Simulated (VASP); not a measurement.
Consider the following.

```
CELL_PARAMETERS angstrom
      3.81770     0.00000     0.00000
     -1.90885     3.30622     0.00000
      0.00000     0.00000     6.54741
ATOMIC_POSITIONS crystal
  In 0.00000 0.00000 0.00000
  In 0.00000 0.00000 0.50000
  P  0.33333 0.66667 0.25000
  P  0.66667 0.33333 0.75000
```

Method: PBEsol GGA, VASP's PBE PAW potentials (set 64) (plane waves; VASP). Settings: 400 eV cut-off, Gaussian smearing of 0.050 eV, potentials In_d P.

Task: Give the energies of bands 13 to 21 at the high-symmetry points, in eV from the Fermi level.

Result: 
```csv
band,Γ,M,K,A,L,H
13,-7.09,-6.07,-6.85,-4.45,-6.35,-6.02
14,-0.69,-4.69,-3.95,-4.45,-6.35,-6.02
15,-0.35,-3.91,-2.98,0.02,-1.76,-4.31
16,-0.35,-3.67,-2.98,0.02,-1.76,-4.31
17,0.28,-2.30,-2.76,0.02,-1.40,-0.39
18,0.32,0.14,-2.76,0.02,-1.40,-0.39
19,0.32,1.37,-2.50,2.54,0.09,1.36
20,2.47,2.01,5.02,2.54,0.09,1.36
21,4.83,2.44,5.61,4.88,3.58,2.42
```

It has no gap at this level: it comes out as a metal or semimetal.

The structure was generated: InP was put into the NiAs type type (P6_3/mmc), which need not be its known phase. It was relaxed first, which changed the volume by +10 %.
